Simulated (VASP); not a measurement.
The system is KZnF3.

```
K Zn F
1.0
     4.05000    0.00000    0.00000
     0.00000    4.05000    0.00000
     0.00000    0.00000    4.05000
K Zn F
1 1 3
Direct
  0.00000 0.00000 0.00000
  0.50000 0.50000 0.50000
  0.50000 0.50000 0.00000
  0.00000 0.50000 0.50000
  0.50000 0.00000 0.50000
```

```yaml
Program: VASP 6.6.1
Task: relaxation of cell and atoms
Functional: PBE
Potentials_or_basis: VASP PAW PBE potentials, release 64 (K_sv, Zn, F)
Cutoff: 600 eV
k_mesh: 6 × 6 × 6
Occupations: gaussian, width 0.02 eV
Spin: no spin polarisation
```

At the start: pressure 4.8 GPa; volume 13.29 Å³/atom.

Question: Where does the relaxation end?

Answer: Over 3 steps the energy falls by 11.6 meV/atom and the volume is 14.11 Å³/atom (+6.2 %); space group Pm-3m (No. 221, to 0.05 Å).

Step by step:
| step | energy change (eV) | largest force (eV/Å) | pressure (GPa) | volume (Å³) |
| --- | --- | --- | --- | --- |
| 1 | 0.0000 | 0.0000 | 4.78 | 66.43 |
| 2 | -0.0579 | 0.0000 | 0.21 | 70.32 |
| 3 | -0.0580 | 0.0000 | -0.01 | 70.53 |

Final structure:
```xyz
5
Lattice="4.1316 0.0000 0.0000 0.0000 4.1316 0.0000 0.0000 0.0000 4.1316" Properties=species:S:1:pos:R:3 pbc="T T T"
K     0.0000    0.0000    0.0000
Zn    2.0658    2.0658    2.0658
F     2.0658    2.0658    0.0000
F     0.0000    2.0658    2.0658
F     2.0658    0.0000    2.0658
```
